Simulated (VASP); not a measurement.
**Sn3TeS2: relaxation of cell and atoms with PBE**

Crystal: Sn3TeS2.

```
Sn Te S
1.0
     2.10000  -17.70000    0.00000
     2.10000   17.70000    0.00000
     0.00000    0.00000    4.25000
Sn Te S
6 2 4
Direct
  0.53600 0.46400 0.75000
  0.13100 0.86900 0.25000
  0.46400 0.53600 0.25000
  0.86900 0.13100 0.75000
  0.20300 0.79700 0.75000
  0.79700 0.20300 0.25000
  0.04400 0.95600 0.25000
  0.95600 0.04400 0.75000
  0.62200 0.37800 0.75000
  0.37800 0.62200 0.25000
  0.71100 0.28900 0.25000
  0.28900 0.71100 0.75000
```

The cell was built by a generator and needn't be a form met in nature.

```json
{"Program": "VASP 6.6.1", "Task": "relaxation of cell and atoms", "Functional": "PBE", "Potentials or basis": "VASP PAW PBE potentials, release 64 (Sn_d, Te, S)", "Cutoff": "520 eV", "k mesh": "4 × 4 × 3", "Occupations": "gaussian, width 0.15 eV", "Spin": "no spin polarisation", "Further INCAR settings": "PREC = Normal; LREAL = Auto; ALGO = Fast; EDIFF = 0.0001; IBRION = 2; EDIFFG = -0.08; NSW = 24; ISIF = 3"}
```

The relaxed volume is 28.29 Å³/atom and the relaxed cell is a = 18.541 Å, b = 18.541 Å, c = 4.342 Å, α = 90.00°, β = 90.00°, γ = 166.85°. The space group after relaxing (to 0.05 Å) is Cmcm (No. 63), the energy gained by relaxing is 119.7 meV/atom and the ionic steps are 24. The pressure after relaxing is 0.0 GPa. The largest force after relaxing is 0.065 eV/Å and the band gap on the k mesh is 0.41 eV, direct.

Forces in eV/Å, atoms in the order of the input:
```
Sn   0.000  0.025  0.000
Sn   0.000 -0.065  0.000
Sn   0.000 -0.025  0.000
Sn   0.000  0.065  0.000
Sn   0.000 -0.001  0.000
Sn   0.000  0.001  0.000
Te   0.000  0.017  0.000
Te   0.000 -0.017  0.000
S    0.000  0.000  0.000
S    0.000  0.000  0.000
S    0.000  0.057  0.000
S    0.000 -0.057  0.000
```

Stress tensor (GPa, compression positive):
```
-0.03  0.00  0.00
 0.00  0.15  0.00
 0.00  0.00 -0.06
```

The path:
| step | energy change (eV) | largest force (eV/Å) | pressure (GPa) | volume (Å³) |
| --- | --- | --- | --- | --- |
| 1 | 0.0000 | 1.1811 | -0.46 | 315.94 |
| 2 | -0.4227 | 1.0570 | 0.30 | 312.46 |
| 3 | -0.7799 | 0.6216 | 2.25 | 306.19 |
| 4 | -1.0091 | 0.4626 | 0.95 | 315.99 |
| 5 | -1.0803 | 0.3567 | 0.41 | 324.38 |
| 6 | -1.2069 | 0.4034 | -0.25 | 328.34 |
| 7 | -1.2272 | 0.4645 | -0.67 | 330.62 |
| 8 | -1.2856 | 0.3671 | 0.12 | 326.94 |
| 9 | -1.2964 | 0.2849 | 0.50 | 324.96 |
| 10 | -1.2966 | 0.2617 | 0.64 | 324.33 |
| 11 | -1.3312 | 0.1586 | 0.21 | 328.23 |
| 12 | -1.3384 | 0.1714 | 0.28 | 329.63 |
| 13 | -1.3456 | 0.2222 | -0.06 | 332.43 |
| 14 | -1.3670 | 0.1595 | -0.01 | 333.88 |
| 15 | -1.4081 | 0.1918 | -0.32 | 338.22 |
| 16 | -1.4120 | 0.2228 | -0.42 | 339.73 |
| 17 | -1.4243 | 0.1762 | -0.10 | 338.90 |
| 18 | -1.4276 | 0.1300 | -0.17 | 338.53 |
| 19 | -1.4311 | 0.1482 | 0.04 | 337.80 |
| 20 | -1.4232 | 0.2536 | 0.69 | 336.32 |
| 21 | -1.4312 | 0.1374 | 0.22 | 337.58 |
| 22 | -1.4350 | 0.1033 | 0.10 | 338.57 |
| 23 | -1.4357 | 0.0959 | 0.13 | 338.88 |
| 24 | -1.4368 | 0.0649 | 0.02 | 339.51 |

Final structure:
```
CELL_PARAMETERS angstrom
2.12270 -18.41886 0.00000
2.12270 18.41886 0.00000
0.00000 0.00000 4.34179
ATOMIC_POSITIONS crystal
Sn 0.55215 0.44785 0.75000
Sn 0.12579 0.87422 0.25000
Sn 0.44785 0.55215 0.25000
Sn 0.87422 0.12579 0.75000
Sn 0.21273 0.78727 0.75000
Sn 0.78727 0.21273 0.25000
Te 0.04503 0.95497 0.25000
Te 0.95497 0.04503 0.75000
S 0.62264 0.37736 0.75000
S 0.37736 0.62264 0.25000
S 0.71733 0.28267 0.25000
S 0.28267 0.71733 0.75000
```

Levels at points of the mesh, in eV from the valence-band top:
```tsv
k point	band 58	band 59	band 60	band 61	band 62	band 63
(0.00, 0.00, 0.00)	-1.46	-1.29	-1.03	1.18	1.35	2.82
(0.50, 0.00, 0.00)	-1.07	-0.22	-0.21	0.61	0.66	0.81
(0.50, 0.50, 0.00)	-1.56	-1.28	-1.03	0.45	2.50	2.83
```

Run time: 26 min on 4 MPI ranks on Intel(R) Xeon(R) Platinum 8488C (Sapphire Rapids) (shared host), peak memory 0.75 GiB a rank.

Caveat: the k mesh is coarse (spacing up to 0.49 Å⁻¹), so the values aren't converged; spin-orbit coupling is left out, which moves the levels of the heavy elements; an odd mesh through Γ misses points on the zone boundary, where band edges often lie; the relaxation stopped at a loose force limit of 0.08 eV/Å, so its end isn't a converged minimum.
